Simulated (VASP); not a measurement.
Method: PBEsol GGA, VASP's PBE PAW potentials (set 64) (plane waves; VASP).

The input files of a VASP run:

POSCAR:
```
HgZn3Se4
1
    5.7592089821    -0.0000000000     0.0000000000
    0.0000000000     5.7592089821     0.0000000000
    0.0000000000     0.0000000000     5.7592089821
Zn Se Hg
3 4 1
Direct
  1.0000000000   1.0000000000   0.0000000000
  0.5000000000   0.5000000000   1.0000000000
  0.5000000000   1.0000000000   0.5000000000
  0.2631508124   0.2368491876   0.2368491876
  0.7368491876   0.7631508124   0.2368491876
  0.7368491876   0.2368491876   0.7631508124
  0.2631508124   0.7631508124   0.7631508124
  1.0000000000   0.5000000000   0.5000000000
```

### INCAR
```
! general
SYSTEM  = HgZn3Se4
PREC    = Accurate
ENCUT   = 400
LREAL   = .FALSE.
LASPH   = .TRUE.

! electronic loop
EDIFF   = 1E-7
NELM    = 100
ALGO    = Normal
LMAXMIX = 6

! smearing
ISMEAR  = -5

! functional
GGA     = PS

! ions
ISIF    = 2

! output
LWAVE   = .FALSE.
LCHARG  = .TRUE.
LORBIT  = 11
NEDOS   = 601

! other
LEFG    = .TRUE.
```

File KPOINTS:
```
Automatic mesh
0
G
  5 5 5
```

POTCAR, in this order: Zn Se Hg (PBE.64 set). Program: vasp_std.

The resulting files:

OUTCAR:
```
 ion  position               nearest neighbor table
   1  0.000  0.000  0.000-   4 2.45   5 2.45   6 2.45   7 2.45
   2  0.500  0.500  0.000-   4 2.45   5 2.45   6 2.45   7 2.45
   3  0.500  0.000  0.500-   4 2.45   5 2.45   6 2.45   7 2.45
   4  0.263  0.237  0.237-   1 2.45   2 2.45   3 2.45   8 2.62
   5  0.737  0.763  0.237-   1 2.45   2 2.45   3 2.45   8 2.62
   6  0.737  0.237  0.763-   1 2.45   2 2.45   3 2.45   8 2.62
   7  0.263  0.763  0.763-   1 2.45   2 2.45   3 2.45   8 2.62
   8  0.000  0.500  0.500-   4 2.62   5 2.62   6 2.62   7 2.62
  LATTYP: Found a simple cubic cell.
 ALAT       =     5.7592089821
 Subroutine PRICEL returns:
 Original cell was already a primitive cell.
 Subroutine GETGRP returns: Found 24 space group operations
The static configuration has the point symmetry D_2d.
 The point group associated with its full space group is T_d .
The dynamic configuration has the point symmetry D_2d.
 Subroutine INISYM returns: Found 24 space group operations
 Subroutine IBZKPT returns following result:
 Found     10 irreducible k-points:

 Following reciprocal coordinates:
            Coordinates               Weight
  0.000000  0.000000  0.000000      1.000000
  0.200000  0.000000  0.000000      6.000000
...
```

### OSZICAR
```
       N       E                     dE             d eps       ncg     rms          rms(c)
DAV:   1     0.531799160912E+03    0.53180E+03   -0.28438E+04   860   0.151E+03
DAV:   2     0.350522802547E+02   -0.49675E+03   -0.48367E+03   884   0.380E+02
DAV:   3    -0.244123590975E+02   -0.59465E+02   -0.58850E+02   986   0.133E+02
DAV:   4    -0.262605599531E+02   -0.18482E+01   -0.18428E+01   992   0.235E+01
DAV:   5    -0.262801534217E+02   -0.19593E-01   -0.19569E-01   991   0.234E+00    0.119E+01
DAV:   6    -0.250082608087E+02    0.12719E+01   -0.32707E+00  1089   0.356E+01    0.900E+00
DAV:   7    -0.250345527871E+02   -0.26292E-01   -0.25665E+00   996   0.105E+01    0.433E+00
DAV:   8    -0.250086191298E+02    0.25934E-01   -0.18074E-01   961   0.508E+00    0.943E-01
DAV:   9    -0.250101536940E+02   -0.15346E-02   -0.36552E-02   945   0.111E+00    0.337E-01
DAV:  10    -0.250097660419E+02    0.38765E-03   -0.53830E-03  1052   0.103E+00    0.946E-02
DAV:  11    -0.250098306464E+02   -0.64604E-04   -0.11420E-03   912   0.328E-01    0.621E-02
DAV:  12    -0.250098664541E+02   -0.35808E-04   -0.75006E-04  1091   0.301E-01    0.326E-02
DAV:  13    -0.250098330141E+02    0.33440E-04   -0.18877E-04  1070   0.156E-01    0.117E-02
DAV:  14    -0.250098333497E+02   -0.33568E-06   -0.18561E-05   913   0.250E-02    0.606E-03
DAV:  15    -0.250098332146E+02    0.13514E-06   -0.35764E-06  1064   0.181E-02    0.139E-03
DAV:  16    -0.250098332925E+02   -0.77844E-07   -0.12552E-06   902   0.954E-03    0.168E-03
DAV:  17    -0.250098332835E+02    0.89613E-08   -0.33991E-08   472   0.170E-03
   1 F= -.25009833E+02 E0= -.25009833E+02  d E =0.000000E+00
```

**OUTCAR**
```
------------------------ aborting loop because EDIFF is reached ----------------------------------------
  FORCE on cell =-STRESS in cart. coord.  units (eV):
  Direction    XX          YY          ZZ          XY          YZ          ZX
  --------------------------------------------------------------------------------------
  Total       -0.0251081     -0.0251081     -0.0251081     -0.0000000      0.0000000     -0.0000000
  in kB       -0.2105894     -0.2105894     -0.2105894     -0.0000000      0.0000000     -0.0000000
  external PRESSURE =      -0.2105894 kB  Pullay stress =       0.0000000 kB
  volume of cell :      191.02
      direct lattice vectors                 reciprocal lattice vectors
     5.759208982  0.000000000  0.000000000     0.173634956  0.000000000  0.000000000
     0.000000000  5.759208982  0.000000000     0.000000000  0.173634956  0.000000000
     0.000000000  0.000000000  5.759208982     0.000000000  0.000000000  0.173634956
 POSITION                                       TOTAL-FORCE (eV/Angst)
 -----------------------------------------------------------------------------------
      0.00000      0.00000      0.00000         0.000000     -0.000000      0.000000
      2.87960      2.87960      0.00000        -0.000000      0.000000      0.000000
      2.87960      0.00000      2.87960        -0.000000     -0.000000      0.000000
      1.51554      1.36406      1.36406        -0.006009      0.006009      0.006009
      4.24367      4.39515      1.36406         0.006009     -0.006009      0.006009
      4.24367      1.36406      4.39515         0.006009      0.006009     -0.006009
      1.51554      4.39515      4.39515        -0.006009     -0.006009     -0.006009
      0.00000      2.87960      2.87960         0.000000      0.000000      0.000000
 -----------------------------------------------------------------------------------
    total drift:                               -0.000000     -0.000000     -0.000000
  FREE ENERGIE OF THE ION-ELECTRON SYSTEM (eV)
  ---------------------------------------------------
  free  energy   TOTEN  =       -25.0098332835 eV

  energy  without entropy=      -25.0098332835  energy(sigma->0) =      -25.00983328

 total charge

# of ion       s       p       d       tot
------------------------------------------
    1        0.539   0.447   9.784  10.770
    2        0.539   0.447   9.784  10.770
    3        0.539   0.447   9.784  10.770
    4        1.444   2.384   0.033   3.861
    5        1.444   2.384   0.033   3.861
    6        1.444   2.384   0.033   3.861
    7        1.444   2.384   0.033   3.861
    8        0.709   0.438   9.383  10.529
--------------------------------------------------
tot          8.101  11.317  38.864  58.282

 Electric field gradients after diagonalization (V/A^2)
 (convention: |V_zz| > |V_xx| > |V_yy|)
----------------------------------------------------------------------
 ion       V_xx      V_yy      V_zz     asymmetry (V_yy - V_xx)/ V_zz
----------------------------------------------------------------------
   1       7.278     7.278   -14.557       0.000
   2       7.278     7.278   -14.557       0.000
   3       7.278     7.278   -14.557       0.000
   4      -9.363    -9.363    18.727       0.000
   5      -9.363    -9.363    18.727       0.000
   6      -9.363    -9.363    18.727       0.000
   7      -9.363    -9.363    18.727       0.000
   8      -0.000    -0.000     0.000       0.069
```
(Selected blocks of OUTCAR.)

The structure was generated: HgZn3Se4 was put into an ordered model structure (P-43m), which need not be its known phase. It was relaxed first.
